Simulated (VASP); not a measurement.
Here is the system:

```xyz
4
Lattice="1.9149 -3.3167 0.0000 1.9149 3.3167 0.0000 0.0000 0.0000 4.9650" Properties=species:S:1:pos:R:3 pbc="T T T"
Ni     0.0000     0.0000     2.4825
Ni     0.0000     0.0000     0.0000
Sb     1.9149     1.1056     1.2412
Sb     1.9149    -1.1056     3.7237
```

All values below come from PBEsol GGA, VASP's PBE PAW potentials (set 64) (plane waves; VASP). Numerical set-up: 500 eV cut-off, 9×9×6 Γ-centred mesh, first-order Methfessel-Paxton smearing of 0.10 eV, potentials Ni Sb.

Energy and stress use the plane-wave basis of the starting cell.

Q: The ions, cell shape and volume at an external pressure of 20.0 GPa are relaxed. Which structure does the run end with?

A: 
```xyz
4
Lattice="1.8834 -3.2622 0.0000 1.8834 3.2622 0.0000 0.0000 0.0000 4.8835" Properties=species:S:1:pos:R:3 pbc="T T T"
Ni     1.8834    -3.2622     2.4418
Ni     1.8834    -3.2622     0.0000
Sb     1.8834     1.0874     1.2209
Sb     1.8834    -1.0874     3.6627
```
Space group P6_3/mmc (194), at a tolerance of 0.03 Å.

Q: How do energy and volume change from the first to the last step?

A: The energy (σ→0) changes by +70.0 meV/atom and the volume by -4.8 %, in 4 ionic steps.

The compound is NiSb in the NiAs type structure. This run relaxes it under an external pressure of 20 GPa. Symmetry was kept, so distortions that lower it aren't found. The run is not spin-polarised, so no magnetic state was tried.
